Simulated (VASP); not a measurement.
```
Zn
1.0
    1.34865    -2.33593     0.00000
    1.34865     2.33593     0.00000
    0.00000     0.00000     4.73988
Zn
2
Direct
  0.33333   0.66667   0.25000
  0.66667   0.33333   0.75000
```

All values below come from PBEsol GGA, VASP's PBE PAW potentials (set 64) (plane waves; VASP). Numerical set-up: 520 eV cut-off, 16×16×8 Γ-centred mesh, first-order Methfessel-Paxton smearing of 0.10 eV, potentials Zn.

Problem. The ions and cell shape at fixed volume are relaxed. Predict the relaxed structure.

Solution. 
```
Zn
1.0
    1.32450    -2.29410     0.00000
    1.32450     2.29410     0.00000
    0.00000     0.00000     4.91434
Zn
2
Direct
  0.33333   0.66667   0.25000
  0.66667   0.33333   0.75000
```
Space group P6_3/mmc (194), at a tolerance of 0.03 Å.

Problem. How much energy does the relaxation gain?

Solution. The energy (σ→0) changes by -9.1 meV/atom, in 5 ionic steps.

```tsv
step	E(σ→0) (eV)	max force (eV/Å)	pressure (GPa)	volume (Å³)
1	-3.1477	0.000	-4.44	29.86
2	-3.1557	0.000	-4.34	29.86
3	-3.1617	0.000	-3.39	29.86
4	-3.1658	0.000	-4.02	29.86
5	-3.1658	0.000	-3.93	29.86
```

The compound is Zn in the hcp structure. This cell is one point of a volume scan, at 1.06 of the reference volume. Symmetry was kept, so distortions that lower it aren't found.
